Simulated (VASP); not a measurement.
A convergence study with VASP on SiC (zinc blende): a few settings are varied, all else stays as given below, so the limit is that of these other settings.

```
CELL_PARAMETERS angstrom
      0.00000     2.18000     2.18000
      2.18000     0.00000     2.18000
      2.18000     2.18000     0.00000
ATOMIC_POSITIONS crystal
  Si 0.00000 0.00000 0.00000
  C  0.25000 0.25000 0.25000
```

Level of theory: PBEsol GGA, VASP's PBE PAW potentials (set 64) (plane waves; VASP 6.6.1). The last row used: 700 eV cut-off, 18×18×18 Γ-centred mesh, second-order Methfessel-Paxton smearing of 0.40 eV, potentials Si C.

Gaps are read on the run's mesh, which can miss a band edge.

| setting | E (eV/atom) | pressure (GPa) | gap on the mesh (eV) | irreducible k-points |
|---|---|---|---|---|
| ISMEAR = -1, SIGMA = 0.01, 6×6×6 mesh | -7.9538 | -0.28 | 1.229 | 16 |
| ISMEAR = -1, SIGMA = 0.1, 6×6×6 mesh | -7.9538 | -0.28 | 1.229 | 16 |
| ISMEAR = 0, SIGMA = 0.01, 6×6×6 mesh | -7.9538 | -0.28 | 1.229 | 16 |
| ISMEAR = 0, SIGMA = 0.2, 6×6×6 mesh | -7.9538 | -0.28 | 1.229 | 16 |
| ISMEAR = 1, SIGMA = 0.05, 6×6×6 mesh | -7.9538 | -0.28 | 1.229 | 16 |
| ISMEAR = 1, SIGMA = 0.2, 6×6×6 mesh | -7.9537 | -0.28 | 1.229 | 16 |
| ISMEAR = 2, SIGMA = 0.05, 6×6×6 mesh | -7.9538 | -0.28 | 1.229 | 16 |
| ISMEAR = 2, SIGMA = 0.2, 6×6×6 mesh | -7.9537 | -0.28 | 1.229 | 16 |
| ISMEAR = -1, SIGMA = 0.01, 12×12×12 mesh | -7.9595 | -0.32 | 1.237 | 72 |
| ISMEAR = -1, SIGMA = 0.2, 12×12×12 mesh | -7.9592 | -0.32 | 1.238 | 72 |
| ISMEAR = 0, SIGMA = 0.01, 12×12×12 mesh | -7.9595 | -0.32 | 1.237 | 72 |
| ISMEAR = 0, SIGMA = 0.4, 12×12×12 mesh | -7.9595 | -0.32 | 1.237 | 72 |
| ISMEAR = 1, SIGMA = 0.05, 12×12×12 mesh | -7.9595 | -0.32 | 1.237 | 72 |
| ISMEAR = 1, SIGMA = 0.4, 12×12×12 mesh | -7.9595 | -0.32 | 1.237 | 72 |
| ISMEAR = 2, SIGMA = 0.05, 12×12×12 mesh | -7.9595 | -0.32 | 1.237 | 72 |
| ISMEAR = 2, SIGMA = 0.4, 12×12×12 mesh | -7.9594 | -0.32 | 1.237 | 72 |
| ISMEAR = -1, SIGMA = 0.05, 18×18×18 mesh | -7.9595 | -0.32 | 1.237 | 195 |
| ISMEAR = -1, SIGMA = 0.2, 18×18×18 mesh | -7.9592 | -0.32 | 1.238 | 195 |
| ISMEAR = 0, SIGMA = 0.1, 18×18×18 mesh | -7.9595 | -0.32 | 1.237 | 195 |
| ISMEAR = 0, SIGMA = 0.4, 18×18×18 mesh | -7.9595 | -0.32 | 1.237 | 195 |
| ISMEAR = 1, SIGMA = 0.1, 18×18×18 mesh | -7.9595 | -0.32 | 1.237 | 195 |
| ISMEAR = 1, SIGMA = 0.4, 18×18×18 mesh | -7.9594 | -0.32 | 1.237 | 195 |
| ISMEAR = 2, SIGMA = 0.1, 18×18×18 mesh | -7.9595 | -0.32 | 1.237 | 195 |
| ISMEAR = 2, SIGMA = 0.4, 18×18×18 mesh | -7.9594 | -0.32 | 1.237 | 195 |

Left out are rungs that failed or repeat a setting and relaxations that didn't move; long series are thinned to 24 rows.

The compound is SiC in the zinc blende structure. The cell was not relaxed at this level.
